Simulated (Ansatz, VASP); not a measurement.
# Cross-check of Ge between VASP and Ansatz, part 2 of 3

One calculation is typed for both programs; each brings its own data sets. How far apart do they land? The cell is taken from a series of runs on this material, whose earlier steps may have relaxed, scaled, displaced or heated it; both programs get it as it stands.

VASP 6.6.1 and Ansatz 0.2.0.

So far. Step 2 (VASP: single point, r2SCAN): The run ends at a pressure of -0.82 GPa.

## (3) Ansatz: single point, r2SCAN

Level of this step: Ansatz beside VASP: Kohn-Sham DFT, plane waves, r2SCAN (Ansatz).

Ansatz runs on its PAW soft_1 files.

The same cell, functional, mesh and smearing now go to Ansatz, which takes its cutoff from its data sets.

Contents of input.yaml:

```yaml
crystal:
  lattice:
    - [0.0, 2.8364011076, 2.8364011076]
    - [2.8364011076, 0.0, 2.8364011076]
    - [2.8364011076, 2.8364011076, 0.0]
  atoms:
    - { symbol: Ge, position: [0.0, 0.0, 0.0] }
    - { symbol: Ge, position: [0.25, 0.25, 0.25] }
kpoints:
  mp_grid: { grid: [10, 10, 10] }
hamiltonian:
  xc: r2scan
  pseudopotentials: { kind: paw, azcp: { folder: soft_1 } }
scf:
  occupations: { method: gaussian, width: 0.01 }
  n_extra_bands: 8
output:
  eigenvalues: true
  eigenstates:
    kpoints:
      - [0.0, 0.0, 0.0]
      - [0.0, 0.003611418, 0.003611418]
      - [0.003611418, 0.0, 0.003611418]
      - [0.003611418, 0.003611418, 0.0]
      - [0.002553658, 0.002553658, 0.005107316]
      - [-0.002553658, 0.002553658, 0.0]
      - [0.002553658, 0.005107316, 0.002553658]
      - [-0.002553658, 0.0, 0.002553658]
      - [0.005107316, 0.002553658, 0.002553658]
      - [0.0, -0.002553658, 0.002553658]
      - [0.004170106, 0.004170106, 0.004170106]
      - [0.0, 0.0, 0.004170106]
      - [0.0, 0.004170106, 0.0]
      - [0.004170106, 0.0, 0.0]
      - [0.0, -0.003611418, -0.003611418]
      - [-0.003611418, 0.0, -0.003611418]
      - [-0.003611418, -0.003611418, 0.0]
      - [-0.002553658, -0.002553658, -0.005107316]
      - [0.002553658, -0.002553658, 0.0]
      - [-0.002553658, -0.005107316, -0.002553658]
      - [0.002553658, 0.0, -0.002553658]
      - [-0.005107316, -0.002553658, -0.002553658]
      - [0.0, 0.002553658, -0.002553658]
      - [-0.004170106, -0.004170106, -0.004170106]
      - [0.0, 0.0, -0.004170106]
      - [0.0, -0.004170106, 0.0]
      - [-0.004170106, 0.0, 0.0]
      - [0.0, 0.013542818, 0.013542818]
      - [0.013542818, 0.0, 0.013542818]
      - [0.013542818, 0.013542818, 0.0]
      - [0.009576218, 0.009576218, 0.019152436]
      - [-0.009576218, 0.009576218, 0.0]
      - [0.009576218, 0.019152436, 0.009576218]
      - [-0.009576218, 0.0, 0.009576218]
      - [0.019152436, 0.009576218, 0.009576218]
      - [0.0, -0.009576218, 0.009576218]
      - [0.015637899, 0.015637899, 0.015637899]
      - [0.0, 0.0, 0.015637899]
      - [0.0, 0.015637899, 0.0]
      - [0.015637899, 0.0, 0.0]
      - [0.0, -0.013542818, -0.013542818]
      - [-0.013542818, 0.0, -0.013542818]
      - [-0.013542818, -0.013542818, 0.0]
      - [-0.009576218, -0.009576218, -0.019152436]
      - [0.009576218, -0.009576218, 0.0]
      - [-0.009576218, -0.019152436, -0.009576218]
      - [0.009576218, 0.0, -0.009576218]
      - [-0.019152436, -0.009576218, -0.009576218]
      - [0.0, 0.009576218, -0.009576218]
      - [-0.015637899, -0.015637899, -0.015637899]
      - [0.0, 0.0, -0.015637899]
      - [0.0, -0.015637899, 0.0]
      - [-0.015637899, 0.0, 0.0]
      - [0.0, 0.0, -0.5]
      - [0.0, 0.003611418, -0.496388582]
      - [0.003611418, 0.0, -0.496388582]
      - [0.003611418, 0.003611418, -0.5]
      - [0.002553658, 0.002553658, -0.494892684]
      - [-0.002553658, 0.002553658, -0.5]
      - [0.002553658, 0.005107316, -0.497446342]
      - [-0.002553658, 0.0, -0.497446342]
      - [0.005107316, 0.002553658, -0.497446342]
      - [0.0, -0.002553658, -0.497446342]
      - [0.004170106, 0.004170106, -0.495829894]
      - [0.0, 0.0, -0.495829894]
      - [0.0, 0.004170106, -0.5]
      - [0.004170106, 0.0, -0.5]
      - [0.0, -0.003611418, -0.503611418]
      - [-0.003611418, 0.0, -0.503611418]
      - [-0.003611418, -0.003611418, -0.5]
      - [-0.002553658, -0.002553658, -0.505107316]
      - [0.002553658, -0.002553658, -0.5]
      - [-0.002553658, -0.005107316, -0.502553658]
      - [0.002553658, 0.0, -0.502553658]
      - [-0.005107316, -0.002553658, -0.502553658]
      - [0.0, 0.002553658, -0.502553658]
      - [-0.004170106, -0.004170106, -0.504170106]
      - [0.0, 0.0, -0.504170106]
      - [0.0, -0.004170106, -0.5]
      - [-0.004170106, 0.0, -0.5]
      - [0.0, 0.013542818, -0.486457182]
      - [0.013542818, 0.0, -0.486457182]
      - [0.013542818, 0.013542818, -0.5]
      - [0.009576218, 0.009576218, -0.480847564]
      - [-0.009576218, 0.009576218, -0.5]
      - [0.009576218, 0.019152436, -0.490423782]
      - [-0.009576218, 0.0, -0.490423782]
      - [0.019152436, 0.009576218, -0.490423782]
      - [0.0, -0.009576218, -0.490423782]
      - [0.015637899, 0.015637899, -0.484362101]
      - [0.0, 0.0, -0.484362101]
      - [0.0, 0.015637899, -0.5]
      - [0.015637899, 0.0, -0.5]
      - [0.0, -0.013542818, -0.513542818]
      - [-0.013542818, 0.0, -0.513542818]
      - [-0.013542818, -0.013542818, -0.5]
      - [-0.009576218, -0.009576218, -0.519152436]
      - [0.009576218, -0.009576218, -0.5]
      - [-0.009576218, -0.019152436, -0.509576218]
      - [0.009576218, 0.0, -0.509576218]
      - [-0.019152436, -0.009576218, -0.509576218]
      - [0.0, 0.009576218, -0.509576218]
      - [-0.015637899, -0.015637899, -0.515637899]
      - [0.0, 0.0, -0.515637899]
      - [0.0, -0.015637899, -0.5]
      - [-0.015637899, 0.0, -0.5]
      - [0.0, 0.401658938, 0.401658938]
      - [0.0, 0.405270356, 0.405270356]
      - [0.003611418, 0.401658938, 0.405270356]
      - [0.003611418, 0.405270356, 0.401658938]
      - [0.002553658, 0.404212596, 0.406766255]
      - [-0.002553658, 0.404212596, 0.401658938]
      - [0.002553658, 0.406766255, 0.404212596]
      - [-0.002553658, 0.401658938, 0.404212596]
      - [0.005107316, 0.404212596, 0.404212596]
      - [0.0, 0.39910528, 0.404212596]
      - [0.004170106, 0.405829045, 0.405829045]
      - [0.0, 0.401658938, 0.405829045]
      - [0.0, 0.405829045, 0.401658938]
      - [0.004170106, 0.401658938, 0.401658938]
      - [0.0, 0.39804752, 0.39804752]
      - [-0.003611418, 0.401658938, 0.39804752]
      - [-0.003611418, 0.39804752, 0.401658938]
      - [-0.002553658, 0.39910528, 0.396551622]
      - [0.002553658, 0.39910528, 0.401658938]
      - [-0.002553658, 0.396551622, 0.39910528]
      - [0.002553658, 0.401658938, 0.39910528]
      - [-0.005107316, 0.39910528, 0.39910528]
      - [0.0, 0.404212596, 0.39910528]
      - [-0.004170106, 0.397488832, 0.397488832]
      - [0.0, 0.401658938, 0.397488832]
      - [0.0, 0.397488832, 0.401658938]
      - [-0.004170106, 0.401658938, 0.401658938]
      - [0.0, 0.415201756, 0.415201756]
      - [0.013542818, 0.401658938, 0.415201756]
      - [0.013542818, 0.415201756, 0.401658938]
      - [0.009576218, 0.411235156, 0.420811375]
      - [-0.009576218, 0.411235156, 0.401658938]
      - [0.009576218, 0.420811375, 0.411235156]
      - [-0.009576218, 0.401658938, 0.411235156]
      - [0.019152436, 0.411235156, 0.411235156]
      - [0.0, 0.39208272, 0.411235156]
      - [0.015637899, 0.417296837, 0.417296837]
      - [0.0, 0.401658938, 0.417296837]
      - [0.0, 0.417296837, 0.401658938]
      - [0.015637899, 0.401658938, 0.401658938]
      - [0.0, 0.388116121, 0.388116121]
      - [-0.013542818, 0.401658938, 0.388116121]
      - [-0.013542818, 0.388116121, 0.401658938]
      - [-0.009576218, 0.39208272, 0.382506502]
      - [0.009576218, 0.39208272, 0.401658938]
      - [-0.009576218, 0.382506502, 0.39208272]
      - [0.009576218, 0.401658938, 0.39208272]
      - [-0.019152436, 0.39208272, 0.39208272]
      - [0.0, 0.411235156, 0.39208272]
      - [-0.015637899, 0.386021039, 0.386021039]
      - [0.0, 0.401658938, 0.386021039]
      - [0.0, 0.386021039, 0.401658938]
      - [-0.015637899, 0.401658938, 0.401658938]
      - [0.0, 0.0, 0.0]
      - [0.0, 0.003611418, 0.003611418]
      - [0.003611418, 0.0, 0.003611418]
      - [0.003611418, 0.003611418, 0.0]
      - [0.002553658, 0.002553658, 0.005107316]
      - [-0.002553658, 0.002553658, 0.0]
      - [0.002553658, 0.005107316, 0.002553658]
      - [-0.002553658, 0.0, 0.002553658]
      - [0.005107316, 0.002553658, 0.002553658]
      - [0.0, -0.002553658, 0.002553658]
      - [0.004170106, 0.004170106, 0.004170106]
      - [0.0, 0.0, 0.004170106]
      - [0.0, 0.004170106, 0.0]
      - [0.004170106, 0.0, 0.0]
      - [0.0, -0.003611418, -0.003611418]
      - [-0.003611418, 0.0, -0.003611418]
      - [-0.003611418, -0.003611418, 0.0]
      - [-0.002553658, -0.002553658, -0.005107316]
      - [0.002553658, -0.002553658, 0.0]
      - [-0.002553658, -0.005107316, -0.002553658]
      - [0.002553658, 0.0, -0.002553658]
      - [-0.005107316, -0.002553658, -0.002553658]
      - [0.0, 0.002553658, -0.002553658]
      - [-0.004170106, -0.004170106, -0.004170106]
      - [0.0, 0.0, -0.004170106]
      - [0.0, -0.004170106, 0.0]
      - [-0.004170106, 0.0, 0.0]
      - [0.0, 0.013542818, 0.013542818]
      - [0.013542818, 0.0, 0.013542818]
      - [0.013542818, 0.013542818, 0.0]
      - [0.009576218, 0.009576218, 0.019152436]
      - [-0.009576218, 0.009576218, 0.0]
      - [0.009576218, 0.019152436, 0.009576218]
      - [-0.009576218, 0.0, 0.009576218]
      - [0.019152436, 0.009576218, 0.009576218]
      - [0.0, -0.009576218, 0.009576218]
      - [0.015637899, 0.015637899, 0.015637899]
      - [0.0, 0.0, 0.015637899]
      - [0.0, 0.015637899, 0.0]
      - [0.015637899, 0.0, 0.0]
      - [0.0, -0.013542818, -0.013542818]
      - [-0.013542818, 0.0, -0.013542818]
      - [-0.013542818, -0.013542818, 0.0]
      - [-0.009576218, -0.009576218, -0.019152436]
      - [0.009576218, -0.009576218, 0.0]
      - [-0.009576218, -0.019152436, -0.009576218]
      - [0.009576218, 0.0, -0.009576218]
      - [-0.019152436, -0.009576218, -0.009576218]
      - [0.0, 0.009576218, -0.009576218]
      - [-0.015637899, -0.015637899, -0.015637899]
      - [0.0, 0.0, -0.015637899]
      - [0.0, -0.015637899, 0.0]
      - [-0.015637899, 0.0, 0.0]
checkpoint:
  read: start.run
  write: ck
  compress: false
  write_wavefunctions: false
  write_every: 100000
```

On the command line:

```console
$ ansatz run input.yaml --threads 4 --pin off --max-ram 16384MiB --backend cpu --events-out ev --progress --plain --runs-dir out
```

Numbers of over 12 decimals in the logs are rounded to 6 here.

The program printed:

```text
scf.n_extra_bands = 8 over 14 filled bands (N_el = 28.0): the run solves 22 bands
Engine: ansatz 0.2.0, aarch64-unknown-linux-gnu
Pseudopotentials: kind: paw
Pseudopotential: Ge, paw, valence charge 14, recommended cutoff 500 eV (meta_gga), soft_1/Ge.paw.azcp
Functional definition: r2SCAN
  parameter k0 = 0.174
  parameter k1 = 0.065
  parameter a1 = 4.9479
  exchange = r2scan_x(k0 = k0, k1 = k1, a1 = a1)
  correlation = r2scan_c
Crystal: 2 atoms, lattice volume = 45.639 Å³
Basis set: ecut = 500 eV, 1139 PW (Γ), exchange–correlation on 120×120×120 points (64 copies of the dense FFT grid, shifted against one another)
Bands: 22, of which v1, the nominal top of the filled ones, is band 14 counted from 1 (13 counted from 0)
Symmetry: 48 space group operations
Space group: Fd-3m (ITA 227), of the structure as read, at distance tolerance 3.6e-5 Å
k-points: 47 of 1000
Non-local potential: Ge, projectors of the file, l = 0: 2, l = 1: 2, l = 2: 3, l = 3: 1
PAW form: soft (Blöchl's): semilocal exchange-correlation on the pseudo side does not see the compensation charge
PAW frozen core: Ge, regenerated for the run's functional (the file was generated under x = pbe(κ = 0.804, μ = 0.219515), c = pbe(β = 0.066725))
PAW one-centre angular grid: Ge, 590 points (default); XC on 160 Gauss nodes
Initial density: read from a saved state, or passed on in memory by an earlier SCF of this step, an earlier step, the calling program or the single point that the run made first
Initial wavefunctions: pseudopotential atomic-orbital guess
Functional: x = r2scan, c = r2scan; τ floored in thin density (d = 2e-4 eV/Å³)
iter 1 solved again at ethr=1.16e-7 eV; its pass at ethr=3.10e-3 eV (dr2=3.26e-5 eV) is discarded
SCF iter   1: F=—  HF=-8605.828685 eV  |F-HF|=—  |Δ(HF+E_count)|=         —  Δρ=3.01e-7  dr2=1.62e-11  dr2_τ=7.96e-13  ethr=1.16e-7  ⟨swp⟩=3.0  Hψ=7635  notcnv=0
eigensolver tolerance schedule: the retry pair's looser diagonalisation over-reported the residual by 2005810.99 of it (diagonalisation noise at an unbounded share of the residual, at the tolerance the schedule requests for it); recorded, not acted on — ethr = c·dr2/N_el stays at c = 1.0e-1
preconditioner: auto → none  [insulator: Δε(μ)=0.365 eV  Ē_g=27.675 eV  σ=0.010 eV  W_gap=1.00  n_scr=14 (ndim 8)  ℏωp=29.1 eV  f_vac=0.074  D(μ)=0.00/eV (n_scr^D=0)  ε∞_Penn≈2.1]
SCF iter   2: F=-8605.828685 eV  HF=-8605.828685 eV  |F-HF|=7.82e-11  |Δ(HF+E_count)|=   3.21e-8  Δρ=2.64e-7  dr2=1.66e-11  dr2_τ=8.88e-13  ethr=1.00e-12  ⟨swp⟩=4.4  Hψ=3437  notcnv=0
SCF 1 converged in 2 iterations: F = -8605.828685 eV  dr2 = 1.66e-11
  greatest PAW one-centre occupation: 0.998 electrons in one spin orbital (limit 2), on the Ge atom at site 1 (counted from 0), in its partial waves of l = 2
NSCF: frozen V_eff on 212 k-points
SCF converged after 2 iterations
Free energy (F): -8605.828685 eV
Harris-Foulkes:  -8605.828685 eV  (|F-HF|=7.82e-11)
Internal energy: -8605.828685 eV  (E = F + TS)
E sigma→0 (E₀):  -8605.828685 eV
Fermi energy:    8.422852 eV
--- Per-component energies (eV) ---
  E_band       = -321.472935
  E_kinetic    = 184.850547
  E_local      = -4513.881985  (includes V_loc(G=0)·N_el)
  E_nonlocal   = 436.691626
  E_hartree    = 2153.105246
  E_xc         = -131.727253
  E_vxc        = -136.636934  (∫ρ·V_xc dr)
  E_paw        = -4052.657514  (= ΣΔE_a)
  E_vpaw       = -605.862883  (= ΣTr[D̂ρ^β])
  E_aug_tail   = -0.000009  (compensation charges beyond the density's cutoff)
  E_vtau       = 7.156559  (kinetic-family band-sum trace: ∫τ·v_τ [+ j·A + Jᵃ·Aᵃ] dr)
  E_ewald      = -2680.037822
  E_core_change = -2.171521  (= ΣΔE_core)
  E_smearing   = -0.000000  (= −TS)
  E_closure    = -0.000000  (closes the sum)
  Σ components = -8605.828685   (vs F -8605.828685, Δ=0.00e0)
--- Band table (eV; the first three rows and the last of 47) ---
  k-point 0: bands = [... 10 lower, -4.9929, 8.2404, 8.2404, 8.2404, 8.6050, 10.9649, 10.9649, 10.9649, ... 4 higher]
  k-point 1: bands = [... 10 lower, -4.8657, 6.4166, 8.0017, 8.0017, 9.5160, 11.2856, 11.2856, 11.6254, ... 4 higher]
  k-point 2: bands = [... 10 lower, -4.4914, 4.3804, 7.5413, 7.5413, 9.3473, 11.8781, 11.8781, 13.3541, ... 4 higher]
  k-point 46: bands = [... 10 lower, -0.8471, -0.8471, 4.2922, 4.2922, 11.9252, 11.9252, 14.3762, 14.3762, ... 4 higher]
```

## (4) Comparison

Known differences besides the potentials themselves: VASP keeps PBE cores, Ansatz makes them for the functional; the cutoff is 500 eV in Ansatz and 450 eV in VASP. Total energies have different zeros and are not compared.

Both answers:

```tsv
quantity	Ansatz	VASP	difference
gap on the k mesh (eV)	0.365	0.327	+0.038
```

A gap on the mesh is an upper bound, since the band edges may lie between its points.

## (5) VASP: single point, r2SCAN, spin-orbit coupling

With cell and atoms fixed, the geometry can't cause a difference; cores, projectors, grids and the points listed under the comparison can.

Contents of INCAR:

```
SYSTEM = Ge
PREC = Accurate
ENCUT = 450
EDIFF = 1E-06
NELM = 200
ISMEAR = 0
SIGMA = 0.01
LREAL = .FALSE.
ALGO = Normal
METAGGA = R2SCAN
LASPH = .TRUE.
LNONCOLLINEAR = .TRUE.
MAGMOM = 0 0 0 0 0 0
NBANDS = 40
GGA_COMPAT = .FALSE.
LSORBIT = .TRUE.
LORBIT = 11
LWAVE = .FALSE.
LCHARG = .FALSE.
ISIF = 2
EFERMI = MIDGAP
LMIXTAU = .TRUE.
KPAR = 2
```

Contents of POSCAR:

```
Ge
1.0
    0.0000000000      2.8364011076      2.8364011076
    2.8364011076      0.0000000000      2.8364011076
    2.8364011076      2.8364011076      0.0000000000
Ge
2
Direct
    0.0000000000      0.0000000000      0.0000000000
    0.2500000000      0.2500000000      0.2500000000
```

Contents of KPOINTS:

```
Automatic mesh
0
Gamma
10 10 10
0 0 0
```

PAW data sets: Ge_d (PBE family, release 64).

On the command line:

```console
$ mpirun -np 2 vasp_ncl
```

The program printed:

```text
[banner, memory and clock lines left out]
running    2 mpi-ranks, on    1 nodes
[...]
[... a notice as in an earlier step ...]

 LDA part: xc-table for (None), standard interpolation
 POSCAR, INCAR and KPOINTS ok, starting setup
[...]
entering main loop
       N       E                     dE             d eps       ncg     rms          rms(c)
DAV:   1     0.245618192665E+03    0.24562E+03   -0.12700E+04  4640   0.365E+03
DAV:   2     0.184623179025E+02   -0.22716E+03   -0.21739E+03  3760   0.861E+02
DAV:   3    -0.276684914742E+02   -0.46131E+02   -0.45530E+02  4224   0.199E+02
DAV:   4    -0.303941740336E+02   -0.27257E+01   -0.27222E+01  4320   0.571E+01
[...]
DAV:  15    -0.277551753088E+02    0.11759E-03   -0.17456E-04  4816   0.221E-01    0.158E-02
DAV:  16    -0.277552935029E+02   -0.11819E-03   -0.49425E-05  3832   0.485E-02    0.311E-03
DAV:  17    -0.277552931982E+02    0.30476E-06   -0.84328E-07  3560   0.941E-03
   1 F= -.27755293E+02 E0= -.27755293E+02  d E =-.707544E-63  mag=     0.0000     0.0000     0.0000
```

From OUTCAR (step 5):

```text
  Total        0.0133072      0.0133072      0.0133072      0.0000000      0.0000000     -0.0000000
  in kB        0.4671570      0.4671570      0.4671570      0.0000000      0.0000000     -0.0000000
  external PRESSURE =       0.4671570 kB  Pullay stress =       0.0000000 kB

 POSITION                                       TOTAL-FORCE (eV/Angst)
 -----------------------------------------------------------------------------------
      0.00000      0.00000      0.00000         0.000000     -0.000000     -0.000000
      1.41820      1.41820      1.41820        -0.000000      0.000000      0.000000
 -----------------------------------------------------------------------------------
    total drift:                                0.000000      0.000000      0.000000

  FREE ENERGIE OF THE ION-ELECTRON SYSTEM (eV)
  ---------------------------------------------------
  free  energy   TOTEN  =       -27.7552931982 eV

  energy  without entropy=      -27.7552931982  energy(sigma->0) =      -27.75529320

 magnetization (x)
# of ion       s       p       d       tot
------------------------------------------
    1        0.000   0.000  -0.000   0.000
    2       -0.000   0.000   0.000   0.000
--------------------------------------------------
tot         -0.000   0.000   0.000   0.000

 magnetization (y)
# of ion       s       p       d       tot
------------------------------------------
    1        0.000   0.000   0.000   0.000
    2       -0.000   0.000   0.000   0.000
--------------------------------------------------
tot         -0.000   0.000   0.000   0.000

 magnetization (z)
# of ion       s       p       d       tot
------------------------------------------
    1        0.000   0.000   0.000   0.000
    2        0.000   0.000   0.000   0.000
--------------------------------------------------
tot          0.000   0.000   0.000   0.000

[... 1 part as in an earlier step ...]

[... 2 further parts left out ...]
[key lines of the parts left out:]
E-fermi :   4.9339
```

The run ends at a pressure of 0.05 GPa.

(Part 2 of 3 ends here.)

[Lines on the potential files, build, host, timing and source positions are cut from VASP's logs without a mark.]

[Logs are printed without paths, hosts, clocks, repeated set-up lines and the standing remarks that a program may print on its own settings, such as how far it seeks lower states.]

[Hosts, paths, dates, database ids (printed as entryN), source tags and the programs' standing remarks are cut or masked in the printed files.]
